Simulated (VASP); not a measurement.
Method: PBEsol GGA, VASP's PBE PAW potentials (set 64) (plane waves; VASP).

A VASP calculation is set up with these files.

### POSCAR
```
GaN
1.0
  3.1820442646   0.0000000000   0.0000000000
 -1.5910221323   2.7557311313   0.0000000000
  0.0000000000   0.0000000000   5.1800056344
Ga N
2 2
Direct
  0.3333330000   0.6666670000   0.0000408433
  0.6666670000   0.3333330000   0.5000408433
  0.3333330000   0.6666670000   0.3769591567
  0.6666670000   0.3333330000   0.8769591567
```

**KPOINTS**
```
Automatic mesh
0
Gamma
7 7 4
```

### INCAR
```
# general
SYSTEM  = GaN
PREC    = Accurate
ENCUT   = 530
LREAL   = .False.
LASPH   = .True.

# electronic loop
EDIFF   = 1E-6
NELM    = 100
ALGO    = Normal
LMAXMIX = 4

# smearing
ISMEAR  = 0
SIGMA   = 0.05

# functional
GGA     = PS

# ions
IBRION  = 2
NSW     = 60
ISIF    = 3
EDIFFG  = -0.02

# output
LWAVE   = .False.
LCHARG  = .False.
```

POTCAR, in this order: Ga_d N (PBE.64 set). Program: vasp_std.

The resulting files:

File OSZICAR:
```
       N       E                     dE             d eps       ncg     rms          rms(c)
DAV:   1     0.278217743617E+03    0.27822E+03   -0.18860E+04  1110   0.312E+03
DAV:   2     0.537373672979E+01   -0.27284E+03   -0.26442E+03  1178   0.536E+02
DAV:   3    -0.284638712617E+02   -0.33838E+02   -0.33324E+02  1176   0.156E+02
DAV:   4    -0.299014926705E+02   -0.14376E+01   -0.14332E+01  1552   0.330E+01
DAV:   5    -0.299175127684E+02   -0.16020E-01   -0.16016E-01  1152   0.334E+00    0.102E+01
DAV:   6    -0.262417324090E+02    0.36758E+01   -0.13464E+01  1932   0.576E+01    0.311E+00
DAV:   7    -0.263135649922E+02   -0.71833E-01   -0.15473E+00  1182   0.102E+01    0.263E+00
DAV:   8    -0.262902456843E+02    0.23319E-01   -0.29250E-01  1826   0.789E+00    0.923E-01
DAV:   9    -0.262662716180E+02    0.23974E-01   -0.11629E-01  1830   0.574E+00    0.293E-01
DAV:  10    -0.262670511084E+02   -0.77949E-03   -0.54894E-03  1258   0.779E-01    0.136E-01
DAV:  11    -0.262669943584E+02    0.56750E-04   -0.72970E-04  1634   0.515E-01    0.225E-02
DAV:  12    -0.262669967230E+02   -0.23646E-05   -0.14676E-04  1412   0.937E-02    0.116E-02
DAV:  13    -0.262669963919E+02    0.33112E-06   -0.19327E-05  1468   0.894E-02    0.535E-03
DAV:  14    -0.262669963758E+02    0.16080E-07   -0.13536E-06   878   0.268E-02
   1 F= -.26266996E+02 E0= -.26266996E+02  d E =-.262670E+02
```

### OUTCAR
```
------------------------ aborting loop because EDIFF is reached ----------------------------------------
  FORCE on cell =-STRESS in cart. coord.  units (eV):
  Direction    XX          YY          ZZ          XY          YZ          ZX
  --------------------------------------------------------------------------------------
  Total       -0.0056035     -0.0056035      0.0438648      0.0000000     -0.0000000     -0.0000000
  in kB       -0.1976507     -0.1976507      1.5472262      0.0000000     -0.0000000     -0.0000000
  external PRESSURE =       0.3839749 kB  Pullay stress =       0.0000000 kB
  volume of cell :       45.42
      direct lattice vectors                 reciprocal lattice vectors
     3.182044265  0.000000000  0.000000000     0.314263384  0.181440052  0.000000000
    -1.591022132  2.755731131  0.000000000     0.000000000  0.362880104  0.000000000
     0.000000000  0.000000000  5.180005634     0.000000000  0.000000000  0.193049983
  FREE ENERGIE OF THE ION-ELECTRON SYSTEM (eV)
  ---------------------------------------------------
  free  energy   TOTEN  =       -26.2669963758 eV

  energy  without entropy=      -26.2669963758  energy(sigma->0) =      -26.26699638

 reached required accuracy - stopping structural energy minimisation
```
(Selected blocks of OUTCAR.)

The compound is GaN in the wurtzite structure. It was relaxed first. The start is the result of an earlier pass.
